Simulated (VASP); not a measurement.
Runs of VASP 6.6.1 on Cl2BBr. The cell holds a molecule in a box, 4 atoms: a = 11.000 Å, b = 12.000 Å, c = 12.000 Å, α = 90.00°, β = 90.00°, γ = 90.00°. 

```tsv
task	level	grid for exact exchange (PRECFOCK)	exchange at q = 0	gap on the mesh (eV)	largest force (eV/Å)
single point	r2SCAN0+D3(BJ)	Fast	truncated	7.17	0.21
single point	PBE	-	-	4.55	0.26
electron localisation function	PBE	-	-	4.55	0.26
single point	BEEF-vdW	-	-	4.66	(a)
atomic charges	PBE+TS	-	-	4.55	(b)
```

Alike in all rows: potentials or basis VASP PAW PBE potentials, release 64 (Cl, B, Br); no spin polarisation; cell as given; k mesh 1 × 1 × 1; cutoff (eV) 520; smearing gaussian 0.01 eV.

**Question.** Estimate the missing entries.

**Answer.** (a) 0.32; (b) 0.28.

Caveats: the PAW data sets were made with another functional, which shifts forces and pressure a little (some runs).

A k mesh can miss the band edges, and the runs leave out spin-orbit coupling on Br.

Not every run made on this cell is shown here.
